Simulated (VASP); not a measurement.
Level of theory: PBEsol GGA, VASP's PBE PAW potentials (set 64) (plane waves; VASP).

A VASP calculation is set up with these files.

POSCAR:
```
TeO3
4.706020
  0.5382240194  -0.9317227721   0.0000000000
  0.5382240194   0.9317227721   0.0000000000
 -0.3411037352   0.0000000000   1.0000000000
Te O
2 6
Cart
  0.5382240194   0.6215522613   0.0000000000
  0.5382240194  -0.6215522613   0.0000000000
 -0.0066173270   0.3529179516   0.7758400000
  0.7419616307  -0.3529179516   0.2241600000
  0.7419616307   0.3529179516   0.2241600000
 -0.0066173270  -0.3529179516   0.7758400000
  0.1289148051   0.0000000000   0.2256400000
  0.6064294986  -0.0000000000   0.7743600000
```

### INCAR
```
SYSTEM = TeO3
PREC = Accurate
ENCUT = 400
EDIFF = 1E-6
NELM = 100
ALGO = Normal
LREAL = .FALSE.
LASPH = .TRUE.
ISMEAR = -1
SIGMA = 0.05
GGA = PS
LMAXMIX = 4
LWAVE = .FALSE.
LCHARG = .FALSE.
ISIF = 2
```

**KPOINTS**
```
Automatic mesh
0
Gamma
4 4 4
0 0 0
```

POTCAR, in this order: Te O (PBE.64 set). Program: vasp_std.

What will the output report for the number of irreducible k-points (NKPTS), largest plane-wave count, number of space-group operations, FFT grid (NGX, NGY, NGZ)?

```
Quantity                                      Result
--------------------------------------  ------------
number of irreducible k-points (NKPTS)            24
largest plane-wave count                        1915
number of space-group operations                   4
FFT grid (NGX, NGY, NGZ)                36 × 36 × 32
```

The structure comes from a computed database's TeO3 entry; how it stands against other phases isn't given here. The cell was not relaxed at this level, and its volume differs by -5.9 % from the start's.
